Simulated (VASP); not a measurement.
```xyz
3
Lattice="-1.7857 1.7857 3.9405 1.7857 -1.7857 3.9405 1.7857 1.7857 -3.9405" Properties=species:S:1:pos:R:3 pbc="T T T"
Pt     0.0000     0.0000     0.0000
Ge     0.0000     0.0000     2.6653
Ge     1.7857     1.7857     1.2752
```

These are PBEsol GGA, VASP's PBE PAW potentials (set 64) (plane waves; VASP 6.6.1) values and carry that method's errors. Numerical set-up: 400 eV cut-off, Gaussian smearing of 0.050 eV, potentials Pt Ge_d.

### Question
Give the energies of bands 12 to 22 at the high-symmetry points, in eV from the Fermi level.

### Answer

```
band      Γ      X      P      N       M      S      R
----  -----  -----  -----  -----  ------  -----  -----
12    -6.21  -6.76  -7.67  -9.68  -10.56  -9.62  -7.93
13    -4.26  -6.24  -5.99  -5.51   -4.41  -7.24  -5.52
14    -4.26  -5.57  -5.99  -4.34   -4.26  -4.32  -5.49
15    -4.19  -5.47  -3.47  -4.25   -3.29  -4.17  -4.96
16    -4.09  -4.05  -3.08  -4.11   -3.29  -3.32  -4.00
17    -2.94  -2.06  -3.08  -3.25   -2.91  -3.24  -3.18
18     0.76  -1.87  -2.42  -2.08   -1.60  -2.22  -2.07
19     0.88  -1.67  -2.06  -0.56   -1.60   1.67  -1.55
20     2.08  -0.31  -0.37   2.40    0.15   1.96   0.32
21     2.08   0.56   0.40   3.26    5.60   2.53   1.35
22     2.44   2.88   2.42   3.65    5.90   3.67   3.46
```

It has no gap at this level: it comes out as a metal or semimetal.

The structure was generated: Ge2Pt was put into the MoSi2 type (I4/mmm), which need not be its known phase. It was relaxed first, which changed the volume by +20 %.
